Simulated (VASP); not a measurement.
Wanted: the native input for a VASP 6.6.1 run.

- Task: band structure
- Functional: TPSS
- Potentials or basis: VASP PAW PBE potentials, release 64 (Zn, B)
- Cutoff: 520 eV
- k mesh: 9 × 9 × 9
- Occupations: fermi-dirac, width 0.05 eV
- Spin: no spin polarisation
- Further INCAR settings: ALGO = Normal; EDIFF = 1e-06; NBANDS = 14

The structure of ZnB lies in POSCAR:

```
ZnB
1.0
    2.8073700000      0.0000000000      0.0000000000
    0.0000000000      2.8073700000      0.0000000000
    0.0000000000      0.0000000000      2.8073700000
Zn B
1 1
Direct
    0.0000000000      0.0000000000      0.0000000000
    0.5000000000      0.5000000000      0.5000000000
```

The cell was built by a generator and needn't be a form met in nature.

These files were run (other wordings do the same):

INCAR

```
SYSTEM = ZnB
ALGO = Normal
EDIFF = 1E-6
ENCUT = 520
ISIF = 2
ISMEAR = -1
LASPH = .True.
LCHARG = .False.
LMIXTAU = .True.
LREAL = .False.
LWAVE = .False.
METAGGA = TPSS
NBANDS = 14
NELM = 60
PREC = Accurate
SIGMA = 0.05
```

KPOINTS

```
k-points
0
Gamma
  9 9 9
  0 0 0
```

KPOINTS_OPT

```
path GXMGRX,MR
15
line-mode
reciprocal
 0.0000000000  0.0000000000  0.0000000000  G
 0.0000000000  0.5000000000  0.0000000000  X

 0.0000000000  0.5000000000  0.0000000000  X
 0.5000000000  0.5000000000  0.0000000000  M

 0.5000000000  0.5000000000  0.0000000000  M
 0.0000000000  0.0000000000  0.0000000000  G

 0.0000000000  0.0000000000  0.0000000000  G
 0.5000000000  0.5000000000  0.5000000000  R

 0.5000000000  0.5000000000  0.5000000000  R
 0.0000000000  0.5000000000  0.0000000000  X

 0.5000000000  0.5000000000  0.0000000000  M
 0.5000000000  0.5000000000  0.5000000000  R
```

Potentials or basis: VASP PAW PBE potentials, release 64 (Zn, B).

Run with:

```bash
$ cat potpaw_PBE.64/Zn/POTCAR potpaw_PBE.64/B/POTCAR > POTCAR
$ mpirun -np 1 vasp_std > vasp.out
```

It gave:

| Item | Value |
| --- | --- |
| Pressure | -2.2 GPa |
| Band gap along the path | none (metal or under the smearing width) |

Caveat: the PAW data sets were made with another functional, which shifts forces and pressure a little.

Wall time 29 s on 1 thread of Intel(R) Xeon(R) 6975P-C (Granite Rapids) (shared host), peak memory 0.15 GiB.
